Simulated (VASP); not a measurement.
Output of a VASP run:

OUTCAR:
```
 ion  position               nearest neighbor table
   1  0.000  0.000  0.000-   2 2.53   3 2.53   2 2.53   3 2.53   3 2.53   3 2.53   2 2.53   2 2.53
                             3 2.53   3 2.53   2 2.53   2 2.53
   2  0.333  0.667  0.500-   3 1.82   3 1.82   3 1.82   1 2.53   1 2.53   1 2.53   1 2.53   1 2.53
                             1 2.53
   3  0.667  0.333  0.500-   2 1.82   2 1.82   2 1.82   1 2.53   1 2.53   1 2.53   1 2.53   1 2.53
                             1 2.53
  LATTYP: Found a hexagonal cell.
 ALAT       =     3.1506372670
 C/A-ratio  =     1.1123159831
 Subroutine PRICEL returns:
 Original cell was already a primitive cell.
 Subroutine GETGRP returns: Found 24 space group operations
The static configuration has the point symmetry D_6h.
The dynamic configuration has the point symmetry D_6h.
 Subroutine INISYM returns: Found 24 space group operations
 Subroutine IBZKPT returns following result:
 Found     80 irreducible k-points:

 Following reciprocal coordinates:
            Coordinates               Weight
  0.000000  0.000000  0.000000      1.000000
  0.090909  0.000000  0.000000      6.000000
  0.181818  0.000000  0.000000      6.000000
  0.272727  0.000000  0.000000      6.000000
  0.363636  0.000000  0.000000      6.000000
  0.454545  0.000000  0.000000      6.000000
  0.090909  0.090909  0.000000      6.000000
  0.181818  0.090909  0.000000     12.000000
  0.272727  0.090909  0.000000     12.000000
  0.363636  0.090909  0.000000     12.000000
  0.454545  0.090909  0.000000      6.000000
  0.181818  0.181818  0.000000      6.000000
  0.272727  0.181818  0.000000     12.000000
  0.363636  0.181818  0.000000     12.000000
  0.272727  0.272727  0.000000      6.000000
  0.363636  0.272727  0.000000      6.000000
  0.000000  0.000000  0.111111      2.000000
  0.090909  0.000000  0.111111     12.000000
  0.181818  0.000000  0.111111     12.000000
  0.272727  0.000000  0.111111     12.000000
  0.363636  0.000000  0.111111     12.000000
  0.454545  0.000000  0.111111     12.000000
  0.090909  0.090909  0.111111     12.000000
  0.181818  0.090909  0.111111     24.000000
  0.272727  0.090909  0.111111     24.000000
  0.363636  0.090909  0.111111     24.000000
  0.454545  0.090909  0.111111     12.000000
  0.181818  0.181818  0.111111     12.000000
  0.272727  0.181818  0.111111     24.000000
  0.363636  0.181818  0.111111     24.000000
  0.272727  0.272727  0.111111     12.000000
  0.363636  0.272727  0.111111     12.000000
  0.000000  0.000000  0.222222      2.000000
  0.090909  0.000000  0.222222     12.000000
  0.181818  0.000000  0.222222     12.000000
  0.272727  0.000000  0.222222     12.000000
  0.363636  0.000000  0.222222     12.000000
  0.454545  0.000000  0.222222     12.000000
  0.090909  0.090909  0.222222     12.000000
  0.181818  0.090909  0.222222     24.000000
   k-points           NKPTS =     80   k-points in BZ     NKDIM =     80   number of bands    NBANDS=     13
   number of dos      NEDOS =    301   number of ions     NIONS =      3
   total plane-waves  NPLWV =  16128
   dimension x,y,z NGX =    24 NGY =   24 NGZ =   28
   dimension x,y,z NGXF=    48 NGYF=   48 NGZF=   56
   ions per type =               1   2
   PREC   = accura    normal or accurate (medium, high low for compatibility)
   ISTART =      0    job   : 0-new  1-cont  2-samecut
   ICHARG =      2    charge: 1-file 2-atom 10-const
   ISPIN  =      1    spin polarized calculation?
   LNONCOLLINEAR =      F non collinear calculations
   LSORBIT =      F    spin-orbit coupling
   INIWAV =      1    electr: 0-lowe 1-rand  2-diag
   ENCUT  =  520.0 eV  38.22 Ry    6.18 a.u.   5.86  5.86  6.52*2*pi/ulx,y,z
   NELM   =    100;   NELMIN=  2; NELMDL= -5     # of ELM steps
   EDIFF  = 0.1E-06   stopping-criterion for ELM
   LREAL  =      F    real-space projection
   NLSPLINE    = F    spline interpolate recip. space projectors
   LMAXMIX     =    4 max onsite mixed and CHGCAR
...
```

File OSZICAR:
```
       N       E                     dE             d eps       ncg     rms          rms(c)
DAV:   1     0.113907553235E+03    0.11391E+03   -0.99963E+03  2080   0.139E+03
DAV:   2    -0.217553445857E+02   -0.13566E+03   -0.13136E+03  2400   0.338E+02
DAV:   3    -0.275354838083E+02   -0.57801E+01   -0.55427E+01  3325   0.606E+01
DAV:   4    -0.276651723792E+02   -0.12969E+00   -0.12965E+00  2687   0.832E+00
DAV:   5    -0.276681162517E+02   -0.29439E-02   -0.29438E-02  3162   0.104E+00    0.227E+01
DAV:   6    -0.250071948412E+02    0.26609E+01   -0.76463E+00  2510   0.200E+01    0.927E+00
DAV:   7    -0.249693107089E+02    0.37884E-01   -0.93743E-01  3201   0.639E+00    0.319E+00
DAV:   8    -0.249706343325E+02   -0.13236E-02   -0.10629E-01  2484   0.306E+00    0.852E-01
DAV:   9    -0.249674331366E+02    0.32012E-02   -0.18271E-02  2581   0.114E+00    0.144E-01
DAV:  10    -0.249673915571E+02    0.41580E-04   -0.85217E-04  2693   0.272E-01    0.436E-02
DAV:  11    -0.249674036671E+02   -0.12110E-04   -0.29732E-05  2743   0.645E-02    0.137E-02
DAV:  12    -0.249674038140E+02   -0.14688E-06   -0.20773E-06  2740   0.157E-02    0.337E-03
DAV:  13    -0.249674038614E+02   -0.47404E-07   -0.34339E-07  2516   0.519E-03
   1 F= -.25932000E+02 E0= -.25932012E+02  d E =-.259320E+02
       N       E                     dE             d eps       ncg     rms          rms(c)
DAV:   1    -0.249671833296E+02    0.22048E-03   -0.25436E-02  2235   0.161E+00    0.113E-01
DAV:   2    -0.249669491699E+02    0.23416E-03   -0.56841E-04  2355   0.206E-01    0.629E-02
DAV:   3    -0.249668527480E+02    0.96422E-04   -0.25998E-04  2395   0.146E-01    0.133E-02
DAV:   4    -0.249668524281E+02    0.31991E-06   -0.55534E-06  2331   0.216E-02    0.579E-03
DAV:   5    -0.249668524847E+02   -0.56604E-07   -0.21411E-07  2132   0.501E-03
   2 F= -.25932144E+02 E0= -.25932147E+02  d E =-.144273E-03
```

**OUTCAR**
```
------------------------ aborting loop because EDIFF is reached ----------------------------------------
  Edisp (eV):   -0.96529
  FORCE on cell =-STRESS in cart. coord.  units (eV):
  Direction    XX          YY          ZZ          XY          YZ          ZX
  --------------------------------------------------------------------------------------
  Total      -0.01376    -0.01376     0.00761     0.00000     0.00000     0.00000
  in kB      -0.73162    -0.73162     0.40448     0.00000     0.00000     0.00000
  external pressure =       -0.35 kB  Pullay stress =        0.00 kB
  volume of cell :       30.13
      direct lattice vectors                 reciprocal lattice vectors
     1.576782055 -2.731067094  0.000000000     0.317101529 -0.183078622 -0.000000000
     1.576782055  2.731067094 -0.000000000     0.317101529  0.183078622 -0.000000000
     0.000000000  0.000000000  3.498001215    -0.000000000  0.000000000  0.285877545
 POSITION                                       TOTAL-FORCE (eV/Angst)
 -----------------------------------------------------------------------------------
      1.57678      2.73107      3.49800         0.000000      0.000000     -0.000000
      1.57678      0.91036      1.74900         0.000000      0.000000      0.000000
      1.57678     -0.91036      1.74900        -0.000000     -0.000000     -0.000000
 -----------------------------------------------------------------------------------
    total drift:                                0.000000      0.000000      0.000000
  FREE ENERGIE OF THE ION-ELECTRON SYSTEM (eV)
  ---------------------------------------------------
  free  energy   TOTEN  =       -25.9321437762 eV

  energy  without entropy=      -25.9321531018  energy(sigma->0) =      -25.93214688

 reached required accuracy - stopping structural energy minimisation
```
(Selected blocks of OUTCAR.)

POSCAR:
```
ZrB2
1
    1.5753184337    -2.7285320267     0.0000000000
    1.5753184337     2.7285320267     0.0000000000
    0.0000000000     0.0000000000     3.5045041891
Zr B
1 2
Direct
  0.0000000000   0.0000000000   0.0000000000
  0.3333330000   0.6666670000   0.5000000000
  0.6666670000   0.3333330000   0.5000000000
```

Reconstruct the remaining input files.

This is not unique; one that fits is the input of the run itself, PBE GGA with D4 dispersion, plane waves, VASP's PBE PAW potentials (set 64).

KPOINTS:
```
K-points
0
G
11 11 9
0 0 0
```

### INCAR
```
SYSTEM = ZrB2
PREC = Accurate
ENCUT = 520
EDIFF = 1E-7
NELM = 100
ALGO = Normal
LREAL = .FALSE.
LASPH = .TRUE.
ISMEAR = 1
SIGMA = 0.1
GGA = PE
IVDW = 13
LMAXMIX = 4
LWAVE = .FALSE.
LCHARG = .FALSE.
ISIF = 4
IBRION = 2
NSW = 30
EDIFFG = -0.01
```

POTCAR, in this order: Zr_sv B (PBE.64 set). Program: vasp_std.

The compound is ZrB2 in the AlB2 type structure. This run relaxes it. Symmetry was kept, so distortions that lower it aren't found.
